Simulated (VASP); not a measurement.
Computed with LDA (Ceperley-Alder, Perdew-Zunger), VASP's LDA PAW potentials (set 64) (plane waves; VASP).

Input for VASP

File POSCAR:
```
Nb
1
   -1.5334996012     1.5334996012     1.5334996012
    1.5334996012    -1.5334996012     1.5334996012
    1.5334996012     1.5334996012    -1.5334996012
Nb
1
Direct
  1.0000000000   1.0000000000   0.0000000000
```

### KPOINTS
```
Automatic mesh
0
Gamma
17 17 17
0 0 0
```

### INCAR
```
SYSTEM=Nb
LWAVE=F
ALGO=Normal   ! blocked Davidson
ENCUT=500
LREAL=F   ! projection in real space or not
PREC=Accurate
EDIFF=1E-6   ! SCF stop (eV)
NSW=40   ! most ionic steps
PSTRESS=450   ! kbar
NELM=100
ISIF=3
LASPH=T
IBRION=2
LMAXMIX=4
ISMEAR=1
LCHARG=F
SIGMA=0.1
EDIFFG=-0.02   ! ionic stop
```

POTCAR, in this order: Nb_sv (LDA.64 set). Program: vasp_std.

Output

### OSZICAR
```
       N       E                     dE             d eps       ncg     rms          rms(c)
DAV:   1     0.124893383354E+03    0.12489E+03   -0.74973E+03  3300   0.131E+03
DAV:   2    -0.559050398103E+01   -0.13048E+03   -0.12689E+03  3672   0.475E+02
DAV:   3    -0.109285584707E+02   -0.53381E+01   -0.50609E+01  5022   0.864E+01
DAV:   4    -0.111811742443E+02   -0.25262E+00   -0.25094E+00  5040   0.158E+01
DAV:   5    -0.111887677745E+02   -0.75935E-02   -0.75878E-02  4862   0.225E+00    0.102E+01
DAV:   6    -0.109469286459E+02    0.24184E+00   -0.50854E-01  5146   0.105E+01    0.407E+00
DAV:   7    -0.109267114756E+02    0.20217E-01   -0.17301E-01  5166   0.603E+00    0.956E-01
DAV:   8    -0.109333344692E+02   -0.66230E-02   -0.15490E-02  4204   0.186E+00    0.621E-02
DAV:   9    -0.109334009954E+02   -0.66526E-04   -0.11875E-03  5128   0.324E-01    0.579E-02
DAV:  10    -0.109334065153E+02   -0.55199E-05   -0.24461E-05  4144   0.431E-02    0.505E-02
DAV:  11    -0.109334012681E+02    0.52473E-05   -0.32842E-05  3626   0.118E-01    0.136E-02
DAV:  12    -0.109334009717E+02    0.29631E-06   -0.32725E-07  2142   0.890E-03
   1 F= -.68819282E+01 E0= -.68820211E+01  d E =-.688193E+01
       N       E                     dE             d eps       ncg     rms          rms(c)
DAV:   1    -0.109071496219E+02    0.26252E-01   -0.40403E-01  4076   0.112E+01    0.108E+00
DAV:   2    -0.108952950528E+02    0.11855E-01   -0.26825E-02  5008   0.257E+00    0.265E-01
DAV:   3    -0.108939672752E+02    0.13278E-02   -0.96551E-03  5054   0.122E+00    0.187E-01
DAV:   4    -0.108942965871E+02   -0.32931E-03   -0.34889E-04  4214   0.201E-01    0.948E-02
DAV:   5    -0.108945462757E+02   -0.24969E-03   -0.85955E-04  5734   0.233E-01    0.309E-02
DAV:   6    -0.108945399872E+02    0.62885E-05   -0.13109E-05  4726   0.443E-02    0.113E-02
DAV:   7    -0.108945392566E+02    0.73063E-06   -0.40062E-06  3728   0.208E-02
   2 F= -.68811958E+01 E0= -.68813182E+01  d E =0.732434E-03
       N       E                     dE             d eps       ncg     rms          rms(c)
DAV:   1    -0.109318898908E+02   -0.37350E-01   -0.23725E-01  4072   0.861E+00    0.815E-01
DAV:   2    -0.109249198514E+02    0.69700E-02   -0.16151E-02  5036   0.199E+00    0.202E-01
DAV:   3    -0.109241544555E+02    0.76540E-03   -0.57019E-03  5042   0.934E-01    0.140E-01
DAV:   4    -0.109243449354E+02   -0.19048E-03   -0.19966E-04  4146   0.154E-01    0.739E-02
DAV:   5    -0.109244986815E+02   -0.15375E-03   -0.50150E-04  5630   0.179E-01    0.232E-02
DAV:   6    -0.109244956325E+02    0.30490E-05   -0.67297E-06  3838   0.321E-02    0.105E-02
DAV:   7    -0.109244952883E+02    0.34420E-06   -0.25719E-06  3168   0.201E-02
   3 F= -.68820099E+01 E0= -.68821092E+01  d E =-.817075E-04
```

OUTCAR:
```
------------------------ aborting loop because EDIFF is reached ----------------------------------------
  FORCE on cell =-STRESS in cart. coord.  units (eV):
  Direction    XX          YY          ZZ          XY          YZ          ZX
  --------------------------------------------------------------------------------------
  Total        4.0403715      4.0403715      4.0403715     -0.0000000      0.0000000     -0.0000000
  in kB      449.7646819    449.7646819    449.7646819     -0.0000000      0.0000000     -0.0000000
  external PRESSURE =      -0.2353181 kB  Pullay stress =     450.0000000 kB
  volume of cell :       14.39
      direct lattice vectors                 reciprocal lattice vectors
    -1.532364840  1.532364840  1.532364840     0.000000000  0.326293052  0.326293052
     1.532364840 -1.532364840  1.532364840     0.326293052  0.000000000  0.326293052
     1.532364840  1.532364840 -1.532364840     0.326293052  0.326293052  0.000000000
 POSITION                                       TOTAL-FORCE (eV/Angst)
 -----------------------------------------------------------------------------------
      0.00000      0.00000      0.00000         0.000000      0.000000     -0.000000
 -----------------------------------------------------------------------------------
    total drift:                               -0.000000     -0.000000     -0.000000
  FREE ENERGIE OF THE ION-ELECTRON SYSTEM (eV)
  ---------------------------------------------------
  free  energy   TOTEN  =       -10.9244952883 eV

  energy  without entropy=      -10.9247931341  energy(sigma->0) =      -10.92459457
  enthalpy is  TOTEN    =        -6.8820099048 eV   P V=        4.0424853835

 reached required accuracy - stopping structural energy minimisation
```
(Selected blocks of OUTCAR.)

File CONTCAR:
```
Nb
   1.00000000000000
    -1.5323648398551688    1.5323648398551688    1.5323648398551688
     1.5323648398551688   -1.5323648398551688    1.5323648398551688
     1.5323648398551688    1.5323648398551688   -1.5323648398551688
  Nb
     1
Direct
     0.0000000000000000    0.0000000000000000    0.0000000000000000
```

The compound is Nb in the bcc structure. This run relaxes it under an external pressure of 45 GPa. Symmetry was kept, so distortions that lower it aren't found.
